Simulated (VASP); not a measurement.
Here is the system:

```yaml
crystal:
  lattice:
    - [-2.03668, 2.03668, 7.32900]
    - [2.03668, -2.03668, 7.32900]
    - [2.03668, 2.03668, -7.32900]
  atoms:
    - { symbol: Ba, position: [0.62736, 0.62736, 0.00000] }
    - { symbol: Ba, position: [0.37264, 0.37264, 0.00000] }
    - { symbol: Zn, position: [0.00000, 0.00000, 0.00000] }
```

All values below come from PBEsol GGA, VASP's PBE PAW potentials (set 64) (plane waves; VASP 6.6.1). Settings: 400 eV cut-off, Gaussian smearing of 0.050 eV, potentials Ba_sv Zn.

Question: Give the energies of bands 9 to 19 at the high-symmetry points, in eV from the Fermi level.

Answer: 
| band | Γ | X | P | N | M | S | R |
|---|---|---|---|---|---|---|---|
| 9 | -6.94 | -6.90 | -6.90 | -6.92 | -6.94 | -6.92 | -6.90 |
| 10 | -6.90 | -6.89 | -6.89 | -6.91 | -6.90 | -6.91 | -6.89 |
| 11 | -6.88 | -6.89 | -6.89 | -6.90 | -6.88 | -6.90 | -6.89 |
| 12 | -6.88 | -6.86 | -6.86 | -6.89 | -6.88 | -6.89 | -6.86 |
| 13 | -6.88 | -6.81 | -6.81 | -6.84 | -6.88 | -6.84 | -6.81 |
| 14 | -4.76 | -3.34 | -3.34 | -3.52 | -4.48 | -3.55 | -3.34 |
| 15 | -1.37 | -1.01 | -0.96 | -1.34 | -2.14 | -1.19 | -0.99 |
| 16 | -0.27 | -0.91 | -0.83 | 0.03 | 0.25 | -0.10 | -0.88 |
| 17 | 0.63 | -0.57 | -0.83 | 0.67 | 0.35 | 0.53 | -0.60 |
| 18 | 0.68 | 1.02 | 1.57 | 1.26 | 1.21 | 1.43 | 0.99 |
| 19 | 1.23 | 1.14 | 1.57 | 1.41 | 1.42 | 1.47 | 1.24 |

It has no gap at this level: it comes out as a metal or semimetal.

The structure comes from a computed database's Ba2Zn entry (I4/mmm); how it stands against other phases isn't given here. It was relaxed first, which changed the volume by -7 %.
